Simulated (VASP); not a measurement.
Method: r2SCAN meta-GGA, VASP's PBE PAW potentials (set 64) (plane waves; VASP).

The input files of a VASP run:

**INCAR**
```
ALGO = Normal
EDIFF = 1E-5
EDIFFG = -0.03
ENCUT = 400
IBRION = 2
ISIF = 4
ISMEAR = 0
LASPH = .TRUE.
LCHARG = .FALSE.
LMAXMIX = 4
LMIXTAU = .TRUE.
LREAL = .FALSE.
LWAVE = .TRUE.
METAGGA = R2SCAN
NELM = 100
NELMIN = 4
NSW = 50
PREC = Normal
SIGMA = 0.05
SYSTEM = MgI2 monolayer
```

### POSCAR
```
MgI2 monolayer
1.0
  4.1799727003   0.0000000000   0.0000000000
 -2.0899863501   3.6199621108   0.0000000000
  0.0000000000   0.0000000000  20.1573834569
I Mg
2 1
Cartesian
  2.0899884402   1.2066528303   8.3466483975
 -0.0000020900   2.4133092805  11.8107350594
  0.0000000000   0.0000000000  10.0786917284
```

KPOINTS:
```
Automatic mesh
0
Gamma
12 12 1
0 0 0
```

POTCAR, in this order: I Mg (PBE.64 set). Program: vasp_std.

Output of the run:

### OSZICAR
```
...
DAV:  13    -0.568914816998E+02   -0.26048E-04   -0.10034E-05   312   0.355E-02    0.274E-03
DAV:  14    -0.568914882125E+02   -0.65126E-05   -0.63572E-06   372   0.275E-02
   3 F= -.56891488E+02 E0= -.56891488E+02  d E =-.279377E-02
       N       E                     dE             d eps       ncg     rms          rms(c)
DAV:   1    -0.568915518109E+02   -0.70111E-04   -0.39042E-03   572   0.373E-01    0.282E-02
DAV:   2    -0.568914744127E+02    0.77398E-04   -0.12184E-04   472   0.886E-02    0.178E-02
DAV:   3    -0.568914855156E+02   -0.11103E-04   -0.32551E-05   536   0.529E-02    0.832E-03
DAV:   4    -0.568914790693E+02    0.64463E-05   -0.85963E-05   524   0.865E-02
   4 F= -.56891479E+02 E0= -.56891479E+02  d E =-.278462E-02
       N       E                     dE             d eps       ncg     rms          rms(c)
DAV:   1    -0.568924580385E+02   -0.97252E-03   -0.87933E-02   464   0.173E+00    0.103E-01
DAV:   2    -0.568919784513E+02    0.47959E-03   -0.28384E-03   552   0.383E-01    0.467E-02
DAV:   3    -0.568928088933E+02   -0.83044E-03   -0.54570E-04   464   0.216E-01    0.325E-02
DAV:   4    -0.568924156015E+02    0.39329E-03   -0.35836E-04   460   0.156E-01    0.837E-03
DAV:   5    -0.568926954287E+02   -0.27983E-03   -0.71776E-04   456   0.239E-01    0.446E-03
DAV:   6    -0.568927722137E+02   -0.76785E-04   -0.24580E-04   456   0.147E-01    0.747E-03
DAV:   7    -0.568927869130E+02   -0.14699E-04   -0.10181E-05   312   0.445E-02    0.600E-03
DAV:   8    -0.568928935625E+02   -0.10665E-03   -0.47245E-05   456   0.701E-02    0.962E-04
DAV:   9    -0.568929161653E+02   -0.22603E-04   -0.19089E-05   364   0.650E-02    0.331E-03
DAV:  10    -0.568929273889E+02   -0.11224E-04   -0.17887E-06   320   0.171E-02    0.147E-03
DAV:  11    -0.568929290782E+02   -0.16893E-05   -0.35987E-06   348   0.250E-02
   5 F= -.56892929E+02 E0= -.56892929E+02  d E =-.145001E-02
       N       E                     dE             d eps       ncg     rms          rms(c)
DAV:   1    -0.568916772773E+02    0.12501E-02   -0.79096E-01   472   0.520E+00    0.305E-01
DAV:   2    -0.568929773331E+02   -0.13001E-02   -0.24402E-02   548   0.111E+00    0.137E-01
DAV:   3    -0.568955971797E+02   -0.26198E-02   -0.30831E-03   456   0.528E-01    0.928E-02
DAV:   4    -0.568933476538E+02    0.22495E-02   -0.26099E-03   484   0.390E-01    0.247E-02
DAV:   5    -0.568940183099E+02   -0.67066E-03   -0.45096E-03   464   0.612E-01    0.136E-02
DAV:   6    -0.568943606043E+02   -0.34229E-03   -0.27857E-03   456   0.464E-01    0.250E-02
DAV:   7    -0.568946510584E+02   -0.29045E-03   -0.79460E-05   492   0.117E-01    0.190E-02
DAV:   8    -0.568953344696E+02   -0.68341E-03   -0.46646E-04   472   0.204E-01    0.633E-03
DAV:   9    -0.568955117067E+02   -0.17724E-03   -0.18644E-04   456   0.174E-01    0.155E-02
DAV:  10    -0.568955381412E+02   -0.26434E-04   -0.79814E-06   372   0.399E-02    0.117E-02
DAV:  11    -0.568955108348E+02    0.27306E-04   -0.11782E-04   488   0.159E-01    0.222E-03
DAV:  12    -0.568956323918E+02   -0.12156E-03   -0.10418E-04   456   0.153E-01    0.969E-03
DAV:  13    -0.568956387998E+02   -0.64080E-05   -0.16903E-05   440   0.591E-02
   6 F= -.56895639E+02 E0= -.56895639E+02  d E =-.415973E-02
       N       E                     dE             d eps       ncg     rms          rms(c)
DAV:   1    -0.568794469701E+02    0.16185E-01   -0.31702E+00   496   0.104E+01    0.590E-01
DAV:   2    -0.568905821506E+02   -0.11135E-01   -0.97348E-02   528   0.221E+00    0.264E-01
DAV:   3    -0.568945400411E+02   -0.39579E-02   -0.93235E-03   456   0.926E-01    0.174E-01
DAV:   4    -0.568884281654E+02    0.61119E-02   -0.81802E-03   544   0.679E-01    0.469E-02
DAV:   5    -0.568951248544E+02   -0.66967E-02   -0.86371E-03   480   0.913E-01    0.282E-02
DAV:   6    -0.568891788366E+02    0.59460E-02   -0.66939E-03   460   0.760E-01    0.610E-02
DAV:   7    -0.568902666841E+02   -0.10878E-02   -0.14656E-04   568   0.131E-01    0.472E-02
DAV:   8    -0.568933253740E+02   -0.30587E-02   -0.22137E-03   504   0.388E-01    0.231E-02
DAV:   9    -0.568935500099E+02   -0.22464E-03   -0.42104E-04   456   0.259E-01    0.291E-02
DAV:  10    -0.568935624235E+02   -0.12414E-04   -0.20804E-04   456   0.168E-01    0.947E-03
DAV:  11    -0.568938809732E+02   -0.31855E-03   -0.10800E-04   528   0.137E-01    0.137E-02
DAV:  12    -0.568939589675E+02   -0.77994E-04   -0.76287E-05   472   0.977E-02    0.142E-02
DAV:  13    -0.568938908773E+02    0.68090E-04   -0.78165E-05   528   0.110E-01    0.204E-03
DAV:  14    -0.568939721153E+02   -0.81238E-04   -0.63235E-05   456   0.115E-01    0.116E-02
DAV:  15    -0.568940191546E+02   -0.47039E-04   -0.39312E-05   520   0.692E-02    0.600E-03
DAV:  16    -0.568940034804E+02    0.15674E-04   -0.12299E-05   332   0.478E-02    0.819E-04
DAV:  17    -0.568940224835E+02   -0.19003E-04   -0.88883E-06   328   0.368E-02    0.200E-03
DAV:  18    -0.568940227343E+02   -0.25074E-06   -0.97834E-07   368   0.109E-02
   7 F= -.56894023E+02 E0= -.56894023E+02  d E =-.254366E-02
       N       E                     dE             d eps       ncg     rms          rms(c)
DAV:   1    -0.568978935796E+02   -0.38711E-02   -0.14632E+00   464   0.703E+00    0.476E-01
DAV:   2    -0.569093988567E+02   -0.11505E-01   -0.49777E-02   456   0.171E+00    0.207E-01
DAV:   3    -0.568982898062E+02    0.11109E-01   -0.72026E-03   472   0.921E-01    0.151E-01
DAV:   4    -0.569008844041E+02   -0.25946E-02   -0.34346E-03   480   0.602E-01    0.398E-02
DAV:   5    -0.568938108011E+02    0.70736E-02   -0.33523E-03   468   0.594E-01    0.183E-02
DAV:   6    -0.568963951729E+02   -0.25844E-02   -0.33887E-03   456   0.584E-01    0.415E-02
DAV:   7    -0.568955898809E+02    0.80529E-03   -0.84451E-05   584   0.102E-01    0.393E-02
DAV:   8    -0.568959694623E+02   -0.37958E-03   -0.68203E-05   524   0.108E-01    0.282E-02
DAV:   9    -0.568959373620E+02    0.32100E-04   -0.13738E-03   500   0.391E-01    0.538E-02
DAV:  10    -0.568959775397E+02   -0.40178E-04   -0.91120E-06   416   0.332E-02    0.526E-02
DAV:  11    -0.568958863358E+02    0.91204E-04   -0.23706E-05   468   0.679E-02    0.574E-02
DAV:  12    -0.568958981889E+02   -0.11853E-04   -0.10238E-05   328   0.448E-02    0.587E-02
DAV:  13    -0.568959693123E+02   -0.71123E-04   -0.92070E-05   456   0.125E-01    0.587E-02
DAV:  14    -0.568959443191E+02    0.24993E-04   -0.30954E-04   456   0.226E-01    0.149E-01
DAV:  15    -0.568959437609E+02    0.55820E-06   -0.16483E-05   388   0.495E-02
   8 F= -.56895944E+02 E0= -.56895944E+02  d E =-.446469E-02
       N       E                     dE             d eps       ncg     rms          rms(c)
DAV:   1    -0.569018129040E+02   -0.58686E-02   -0.32553E-01   540   0.311E+00    0.461E-01
DAV:   2    -0.568991945385E+02    0.26184E-02   -0.67235E-03   528   0.692E-01    0.184E-01
DAV:   3    -0.568973899260E+02    0.18046E-02   -0.45076E-03   456   0.613E-01    0.815E-02
DAV:   4    -0.568944686168E+02    0.29213E-02   -0.60565E-03   548   0.619E-01    0.316E-02
DAV:   5    -0.568961562942E+02   -0.16877E-02   -0.56115E-04   500   0.215E-01    0.274E-02
DAV:   6    -0.568942251272E+02    0.19312E-02   -0.61087E-04   456   0.232E-01    0.236E-02
DAV:   7    -0.568966101937E+02   -0.23851E-02   -0.15393E-03   464   0.342E-01    0.504E-02
DAV:   8    -0.568967593194E+02   -0.14913E-03   -0.65671E-05   540   0.929E-02    0.361E-02
DAV:   9    -0.568967698958E+02   -0.10576E-04   -0.33280E-05   472   0.556E-02    0.532E-02
DAV:  10    -0.568969190540E+02   -0.14916E-03   -0.40679E-05   544   0.483E-02    0.590E-02
DAV:  11    -0.568970107008E+02   -0.91647E-04   -0.33873E-05   504   0.589E-02    0.365E-02
DAV:  12    -0.568969734767E+02    0.37224E-04   -0.72908E-06   348   0.380E-02    0.103E-02
DAV:  13    -0.568970861046E+02   -0.11263E-03   -0.48505E-05   484   0.764E-02    0.205E-03
DAV:  14    -0.568970826781E+02    0.34266E-05   -0.66136E-06   400   0.391E-02
   9 F= -.56897083E+02 E0= -.56897083E+02  d E =-.113892E-02
```

### OUTCAR
```
------------------------ aborting loop because EDIFF is reached ----------------------------------------
  FORCE on cell =-STRESS in cart. coord.  units (eV):
  Direction    XX          YY          ZZ          XY          YZ          ZX
  --------------------------------------------------------------------------------------
  Total        0.0111233      0.0111233      0.0062212      0.0000000     -0.0000000      0.0000000
  in kB        0.0584295      0.0584295      0.0326792      0.0000000     -0.0000000      0.0000000
  external PRESSURE =       0.0498461 kB  Pullay stress =       0.0000000 kB
  volume of cell :      305.01
      direct lattice vectors                 reciprocal lattice vectors
     4.179979407 -0.000000000  0.000000000     0.239235628  0.138122769 -0.000000000
    -2.089989704  3.619967980 -0.000000000     0.000000000  0.276245537 -0.000000000
     0.000000000 -0.000000000 20.157318430    -0.000000000  0.000000000  0.049609773
 POSITION                                       TOTAL-FORCE (eV/Angst)
 -----------------------------------------------------------------------------------
      2.08999      1.20665      8.41544         0.000000      0.000000     -0.004163
     -0.00000      2.41331     11.74188        -0.000000     -0.000000      0.004163
      0.00000     -0.00000     10.07866         0.000000      0.000000      0.000000
 -----------------------------------------------------------------------------------
    total drift:                                0.000000      0.000000     -0.000000
  FREE ENERGIE OF THE ION-ELECTRON SYSTEM (eV)
  ---------------------------------------------------
  free  energy   TOTEN  =       -56.8970826781 eV

  energy  without entropy=      -56.8970826781  energy(sigma->0) =      -56.89708268

 reached required accuracy - stopping structural energy minimisation
```
(Selected blocks of OUTCAR.)

### CONTCAR
```
MgI2 monolayer
   1.00000000000000
     4.1799794072886245   -0.0000000000040538    0.0000000000000001
    -2.0899897035978228    3.6199679802771265   -0.0000000000000001
     0.0000000000000003   -0.0000000000000000   20.1573184298997781
  I               Mg
     2     1
Direct
     0.6666669999999968    0.3333330000000032    0.4174880103795292
     0.3333330000000032    0.6666669999999968    0.5825119896204710
     0.0000000000000000    0.0000000000000000    0.5000000000000000
```

**OUTCAR**
```
 val. band max:       -3.8657643319   @ k =   0.0000   0.0000   0.0000

 cond. band min:       0.4087354144   @ k =   0.5000  -0.0000   0.0000


 Fermi energy:        -3.6345182817

 k-point     1 :       0.0000    0.0000    0.0000
  band No.  band energies     occupation
      1     -16.0365      2.00000
      2     -15.4715      2.00000
      3      -6.7818      2.00000
      4      -4.4638      2.00000
      5      -4.1635      2.00000
      6      -4.1635      2.00000
      7      -3.8658      2.00000
      8      -3.8658      2.00000
      9       1.0165      0.00000
     10       1.7523      0.00000
     11       2.8187      0.00000
     12       2.9908      0.00000

 k-point     2 :       0.0833    0.0000    0.0000
  band No.  band energies     occupation
      1     -16.0006      2.00000
      2     -15.4497      2.00000
      3      -6.7489      2.00000
      4      -4.5951      2.00000
      5      -4.3034      2.00000
      6      -4.2513      2.00000
      7      -4.0865      2.00000
      8      -3.8801      2.00000
      9       1.2563      0.00000
     10       2.0382      0.00000
     11       2.8166      0.00000
     12       3.0256      0.00000

 k-point     3 :       0.1667    0.0000    0.0000
  band No.  band energies     occupation
      1     -15.8983      2.00000
      2     -15.3899      2.00000
      3      -6.6717      2.00000
      4      -5.1753      2.00000
      5      -4.6104      2.00000
      6      -4.4511      2.00000
      7      -4.3295      2.00000
      8      -3.9475      2.00000
      9       1.5790      0.00000
     10       2.3485      0.00000
     11       2.9792      0.00000
     12       3.0744      0.00000

 k-point     4 :       0.2500   -0.0000    0.0000
  band No.  band energies     occupation
      1     -15.7464      2.00000
      2     -15.3097      2.00000
      3      -6.6447      2.00000
      4      -5.8510      2.00000
      5      -5.1003      2.00000
      6      -4.6774      2.00000
...
```

Unless said otherwise, spin-orbit coupling is left out, though it shifts the bands of the heavy elements here.

The cell is a sheet with vacuum, built from MgI2 (1T layered).
